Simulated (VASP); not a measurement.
Consider the following.

```yaml
crystal:
  lattice:
    - [0.00000, 2.27507, 2.27507]
    - [2.27507, 0.00000, 2.27507]
    - [2.27507, 2.27507, 0.00000]
  atoms:
    - { symbol: Ga, position: [0.00000, 0.00000, 0.00000] }
    - { symbol: N, position: [0.25000, 0.25000, 0.25000] }
```

Level of theory: PBE GGA, VASP's PBE PAW potentials (set 64) (plane waves; VASP 6.6.1). Run with 520 eV cut-off, 11×11×11 Γ-centred mesh, tetrahedra with Blöchl corrections, potentials Ga_d N.

Q: Estimate the energy per atom (σ→0), band gap (on the k-mesh) with the smallest direct gap where there is one.

A: 
| Property | Value |
|---|---|
| band gap (on the k-mesh) | 1.54 eV |
| smallest direct gap (on the k-mesh) | 1.54 eV |
| energy per atom (σ→0) | -6.077 eV/atom |

Only differences to runs with the same potentials and settings are physical.

The compound is GaN in the zinc blende structure, a metastable form; wurtzite is the usual one. It was relaxed first.
